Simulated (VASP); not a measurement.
Data:

```yaml
crystal:
  lattice:
    - [2.89625, 0.00000, 0.00000]
    - [0.00000, 2.89625, 0.00000]
    - [0.00000, 0.00000, 2.89625]
  atoms:
    - { symbol: Be, position: [0.00000, 0.00000, 0.00000] }
    - { symbol: S, position: [0.50000, 0.50000, 0.50000] }
```

The numbers are results of PBEsol GGA, VASP's PBE PAW potentials (set 64) (plane waves; VASP), not measurements. Settings: 500 eV cut-off, 13×13×13 Γ-centred mesh, first-order Methfessel-Paxton smearing of 0.10 eV, potentials Be S.

What does the run give for the energy per atom (σ→0), band gap (on the k-mesh) with the smallest direct gap where there is one?

- band gap (on the k-mesh): none (metal, semimetal or under 0.01 eV)
- energy per atom (σ→0): -3.867 eV/atom

The absolute energy has meaning only against runs of the same code, potentials and settings.

The structure was generated: BeS was put into the CsCl type type (Pm-3m), which need not be its known phase. It was relaxed first, which changed the volume by +36 %.
